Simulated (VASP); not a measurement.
Elastic constants (GPa) of a crystal from PBEsol GGA, VASP's PBE PAW potentials (set 64) (VASP):

```json
[
 {"": "xx", "xx": "199.1", "yy": "167.2", "zz": "167.2", "yz": "0.0", "xz": "0.0", "xy": "0.0"},
 {"": "yy", "xx": "167.2", "yy": "199.1", "zz": "167.2", "yz": "0.0", "xz": "0.0", "xy": "0.0"},
 {"": "zz", "xx": "167.2", "yy": "167.2", "zz": "199.1", "yz": "0.0", "xz": "0.0", "xy": "0.0"},
 {"": "yz", "xx": "0.0", "yy": "0.0", "zz": "0.0", "yz": "35.8", "xz": "0.0", "xy": "0.0"},
 {"": "xz", "xx": "0.0", "yy": "0.0", "zz": "0.0", "yz": "0.0", "xz": "35.8", "xy": "0.0"},
 {"": "xy", "xx": "0.0", "yy": "0.0", "zz": "0.0", "yz": "0.0", "xz": "0.0", "xy": "35.8"}
]
```

Finite-difference elastic constants of metals are sensitive to mesh and smearing; shear constants can be off by tens of GPa.

Work out the Voigt, Reuss and Hill moduli, Young's modulus and Poisson's ratio.

All eigenvalues are positive (smallest 31.9 GPa), so the crystal is stable. K_V = (C11+C22+C33+2(C12+C13+C23))/9 = (597.3 + 2×501.6)/9 = 177.8 GPa; G_V = (597.3 − 501.6 + 3×107.4)/15 = 27.9 GPa. From the compliances, K_R = 177.8 GPa and G_R = 23.9 GPa. Hill: K = 177.8 GPa, G = 25.9 GPa, E = 9KG/(3K+G) = 74.1 GPa, ν = (3K−2G)/(2(3K+G)) = 0.431. K/G = 6.87, above Pugh's 1.75; universal anisotropy A^U = 0.83.

With a density of 19.25 g/cm³, what are the mean sound speeds?

v_l = √((K+4G/3)/ρ) = 3.32 km/s and v_t = √(G/ρ) = 1.16 km/s. The crystal is Au (fcc), cubic.

The compound is Au in the fcc structure. It was relaxed first.
